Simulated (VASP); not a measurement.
Here is the system:

```yaml
crystal:
  lattice:
    - [2.82469, 0.00000, 0.00000]
    - [0.00000, 2.82469, 0.00000]
    - [0.00000, 0.00000, 2.82469]
  atoms:
    - { symbol: Cr, position: [0.00000, 0.00000, 0.00000] }
    - { symbol: Cr, position: [0.50000, 0.50000, 0.50000] }
```

Level of theory: optB86b-vdW, VASP's PBE PAW potentials (set 64) (plane waves; VASP). Numerical set-up: 520 eV cut-off, 14×14×14 Γ-centred mesh, tetrahedra with Blöchl corrections, potentials Cr_pv.

Predict the energy per atom (σ→0), band gap (on the k-mesh) with the smallest direct gap where there is one.

```
Property                                                     Value
------------------------  ----------------------------------------
band gap (on the k-mesh)  none (metal, semimetal or under 0.01 eV)
energy per atom (σ→0)                       -648.8 kJ/mol of atoms
```

The compound is Cr in the bcc, AFM order structure. It was relaxed first, which changed the volume by -6 %. The run is not spin-polarised, so no magnetic state was tried.
